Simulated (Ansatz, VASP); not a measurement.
**TiB2: VASP beside Ansatz**

Wanted: the spread between two codes on one cell, functional and k mesh. The cell is taken from a series of runs on this material, whose earlier steps may have relaxed, scaled, displaced or heated it; both programs get it as it stands.

Method: plane waves, with VASP 6.6.1 beside it; zone-centre phonons at PBEsol, in Ansatz 0.2.0.

## 1. The structure

The structure is hexagonal, space group P6/mmm (No. 191). Conventional cell: a = 3.032 Å, b = 3.032 Å, c = 3.089 Å, α = 90.00°, β = 90.00°, γ = 120.00°. B has 3 B at 1.75 Å and 6 Ti at 2.33 Å nearest. Nearest to Ti lie 12 B at 2.33 Å. Farther neighbours are not listed.

## 2. Ansatz: zone-centre phonons, PBEsol

Ansatz runs on its PAW soft_1 files.

Second derivatives magnify differences that forces hide, and they need a tight electronic threshold.

Contents of input.yaml:

```yaml
crystal:
  lattice:
    - [3.0317167845, 0.0, 0.0]
    - [-1.5158583922, 2.6255437524, 0.0]
    - [0.0, 0.0, 3.0885839453]
  atoms:
    - { symbol: B, position: [0.3333333332, 0.6666666668, 0.5] }
    - { symbol: B, position: [0.6666666668, 0.3333333332, 0.5] }
    - { symbol: Ti, position: [0.0, 0.0, 0.0] }
kpoints:
  mp_grid: { grid: [15, 15, 16] }
hamiltonian:
  xc: pbesol
  pseudopotentials: { kind: paw, azcp: { folder: soft_1 }, xc_functional: pbe }
scf:
  occupations: { method: methfessel_paxton, width: 0.2 }
output:
  eigenvalues: true
phonons:
  method: dfpt
```

Run with:

```
$ ansatz run input.yaml --threads 4 --pin off --max-ram 10240MiB --backend cpu --events-out ev --progress --plain --runs-dir out
```

Numbers of over 12 decimals in the logs are rounded to 6 here.

The program printed:

```text
zone centre: on kpoints.mp_grid the ground state, and the responses unless they are solved on pairs of k-points, stand on 576 of the mesh's 3600 k-points, reduced under 4 symmetry operations, with k and −k counted as one. Each operation leaves every solved displacement unchanged or reverses it
Engine: ansatz 0.2.0, x86_64-unknown-linux-gnu
Pseudopotentials: kind: paw
Pseudopotential: B, paw, valence charge 3, recommended cutoff 420 eV (normal), soft_1/B.paw.azcp
Pseudopotential: Ti, paw, valence charge 12, recommended cutoff 420 eV (normal), soft_1/Ti.paw.azcp
Functional definition: PBEsol
  exchange = pbesol_x
  correlation = pbesol_c
Crystal: 3 atoms, lattice volume = 24.585 Å³
Basis set: ecut = 420 eV, 479 PW (Γ), exchange–correlation on 48×48×48 points (8 copies of the dense FFT grid, shifted against one another)
Bands: 13, of which v1, the nominal top of the filled ones, is band 9 counted from 1 (8 counted from 0)
Symmetry: 24 space group operations
k-points: 576 of 3600 (irreducible under 4 space group operations, time reversal used)
Non-local potential: B, projectors of the file, l = 0: 2, l = 1: 2, l = 2: 1
Non-local potential: Ti, projectors of the file, l = 0: 3, l = 1: 2, l = 2: 3, l = 3: 1
PAW form: soft (Blöchl's): semilocal exchange-correlation on the pseudo side does not see the compensation charge
PAW frozen core: B, regenerated for the run's functional, and the local potential with it (the file was generated under x = pbe(κ = 0.804, μ = 0.219515), c = pbe(β = 0.066725))
PAW frozen core: Ti, regenerated for the run's functional, and the local potential with it (the file was generated under x = pbe(κ = 0.804, μ = 0.219515), c = pbe(β = 0.066725))
PAW one-centre angular grid: B, 110 points (default); XC on 64 Gauss nodes
PAW one-centre angular grid: Ti, 590 points (default); XC on 64 Gauss nodes
Initial density: superposition of atomic densities (chi_scale 0.1, normalization cell, long waves kept (reshape's long-wave potential 0.00 eV rms))
Initial wavefunctions: pseudopotential atomic-orbital guess
Functional: x = pbesol(κ = 0.804, μ = 0.123457), c = pbesol(β = 0.046)
SCF iter   1: F=—  HF=-2783.697625 eV  |F-HF|=—  |Δ(HF+E_count)|=         —  Δρ=1.06e-1  dr2=4.26e0  ethr=3.10e-3  ⟨swp⟩=4.4  Hψ=35412  notcnv=0
preconditioner: auto → none  [metal: Δε(μ)=0.038 eV  Ē_g=9.705 eV  σ=0.200 eV  W_gap=0.16  n_scr=8 (ndim 8)  ℏωp=23.7 eV  f_vac=0.000  D(μ)=0.37/eV (n_scr^D=0)  sad-step TF]
SCF iter   2: F=—  HF=-2783.109090 eV  |F-HF|=—  |Δ(HF+E_count)|=   5.89e-1  S|Δr|=    0.00e0  Δρ=7.03e-2  dr2=2.01e0  ethr=3.10e-3  ⟨swp⟩=2.0  Hψ=14318  notcnv=0
SCF iter   3: F=—  HF=-2782.597180 eV  |F-HF|=—  |Δ(HF+E_count)|=   5.12e-1  S|Δr|=    0.00e0  Δρ=7.96e-3  dr2=1.72e-2  ethr=3.10e-3  ⟨swp⟩=3.1  Hψ=14762  notcnv=0
SCF iter   4: F=—  HF=-2782.596163 eV  |F-HF|=—  |Δ(HF+E_count)|=   1.02e-3  S|Δr|=    0.00e0  Δρ=9.02e-4  dr2=1.61e-4  ethr=9.53e-5  ⟨swp⟩=1.7  Hψ=12956  notcnv=0
SCF iter   5: F=—  HF=-2782.596208 eV  |F-HF|=—  |Δ(HF+E_count)|=   4.50e-5  S|Δr|=    0.00e0  Δρ=2.38e-4  dr2=2.11e-5  ethr=8.92e-7  ⟨swp⟩=2.0  Hψ=10379  notcnv=0
SCF iter   6: F=—  HF=-2782.596204 eV  |F-HF|=—  |Δ(HF+E_count)|=   4.15e-6  S|Δr|=    0.00e0  Δρ=5.70e-5  dr2=9.85e-7  ethr=1.17e-7  ⟨swp⟩=2.4  Hψ=11030  notcnv=0
SCF iter   7: F=—  HF=-2782.596204 eV  |F-HF|=—  |Δ(HF+E_count)|=   2.58e-8  S|Δr|=    0.00e0  Δρ=5.29e-6  dr2=5.41e-9  ethr=5.47e-9  ⟨swp⟩=2.8  Hψ=11634  notcnv=0
SCF iter   8: F=—  HF=-2782.596204 eV  |F-HF|=—  |Δ(HF+E_count)|=   2.56e-9  S|Δr|=    0.00e0  Δρ=1.28e-6  dr2=4.71e-10  ethr=3.01e-11  ⟨swp⟩=2.1  Hψ=11985  notcnv=0
SCF iter   9: F=—  HF=-2782.596204 eV  |F-HF|=—  |Δ(HF+E_count)|=  1.26e-10  S|Δr|=    0.00e0  Δρ=2.60e-7  dr2=2.22e-11  ethr=2.62e-12  ⟨swp⟩=2.9  Hψ=12402  notcnv=0
SCF iter  10: F=-2782.596204 eV  HF=-2782.596204 eV  |F-HF|=4.55e-13  |Δ(HF+E_count)|=  5.91e-12  S|Δr|=    0.00e0  Δρ=5.99e-9  dr2=1.13e-14  ethr=1.00e-12  ⟨swp⟩=4.9  Hψ=26481  notcnv=0
SCF 1 converged in 10 iterations: F = -2782.596204 eV  dr2 = 1.13e-14
  greatest PAW one-centre occupation: 0.998 electrons in one spin orbital (limit 2), on the Ti atom at site 2 (counted from 0), in its partial waves of l = 0
DFPT response loops at Γ: preconditioner auto → Kerker (q_TF=auto, 2.590 Å⁻¹) (partly filled bands, converged f_vac=0.000); β = 1.00, the filter's whole step (`scf.mixing.beta` (0.50) is not read by the response loops under this deck's `scf.mixing.preconditioner`; to damp them name `kerker` or `kerker_dos`, under which they read `scf.mixing.beta`, and type it under 1.00, their step now; both keys bind the ground state too); Broyden in place of MSR1
SCF converged after 10 iterations
Stability not checked: this state was not tested for a lower state beside it, because cold or Methfessel-Paxton smearing, or corrected tetrahedra, fill the levels in a way that the test cannot read (fill_not_monotonic; see scf.lower_state_search)
Free energy (F): -2782.596204 eV
Harris-Foulkes:  -2782.596204 eV  (|F-HF|=4.55e-13)
Internal energy: -2782.596587 eV  (E = F + TS)
E sigma→0 (E₀):  -2782.596300 eV
Entropy (-TS):   0.000383 eV (0.128 meV/atom)
Fermi energy:    15.699435 eV
--- Per-component energies (eV) ---
  E_band       = -82.214594
  E_kinetic    = 386.130717
  E_local      = -817.058964  (includes V_loc(G=0)·N_el)
  E_nonlocal   = 77.417119
  E_hartree    = 338.557469
  E_xc         = -184.324383
  E_vxc        = -227.121974  (∫ρ·V_xc dr)
  E_paw        = -1167.467915  (= ΣΔE_a)
  E_vpaw       = -178.696361  (= ΣTr[D̂ρ^β])
  E_aug_tail   = -0.000066  (compensation charges beyond the density's cutoff)
  E_ewald      = -1416.019368
  E_core_change = 0.168806  (= ΣΔE_core)
  E_smearing   = 0.000383  (= −TS)
  E_closure    = -0.000000  (closes the sum)
  Σ components = -2782.596204   (vs F -2782.596204, Δ=0.00e0)
--- Band table (eV; the first three rows and the last of 576) ---
  k-point 0: bands = [... 5 lower, 12.7131, 12.7131, 13.5653, 13.9383, 17.7862, 17.7862, 19.8956, 19.8956]
  k-point 1: bands = [... 5 lower, 12.7596, 12.7596, 12.9167, 14.5275, 17.5950, 17.5950, 19.7878, 19.7878]
  k-point 2: bands = [... 5 lower, 12.0640, 12.8986, 12.8986, 15.2173, 17.1512, 17.1512, 19.4785, 19.4785]
  k-point 575: bands = [... 5 lower, 8.7556, 10.5625, 11.2040, 12.9260, 18.5257, 18.7815, 19.6153, 20.7728]
--- Phonons (Γ-DFPT): 4 representative perturbations + reference, on 576 of 3600 k-points (Σ response iterations 12) ---
  k mesh reduced under 4 symmetry operations, with k and −k counted as one. Each operation leaves every solved displacement unchanged or reverses it
  ASR residual: 3.767e-6 → 0.000e0 eV/Å²; symmetrization residual: 1.157e-6 eV/Å²
  ASR residual per site (eV/Å²): 1.91e-6 1.91e-6 3.77e-6
  Γ frequencies (cm⁻¹): 0.00 0.00 0.00 549.88 549.88 563.21 581.65 878.29 878.29
  non-analytic LO–TO correction: not included (Born effective charges unavailable; polar crystals: no LO–TO splitting at Γ)
```

Reading the cycles: dr2 is the Hartree energy of the density residual (eV), the measure of convergence; HF is the Harris–Foulkes estimate of the energy, which meets the free energy F at convergence.

(Part 1 of 2 ends here.)

[Lines on the potential files, build, host, timing and source positions are cut from VASP's logs without a mark.]

[Logs are printed without paths, hosts, clocks, repeated set-up lines and the standing remarks that a program may print on its own settings, such as how far it seeks lower states.]

[Hosts, paths, dates, database ids (printed as entryN), source tags and the programs' standing remarks are cut or masked in the printed files.]
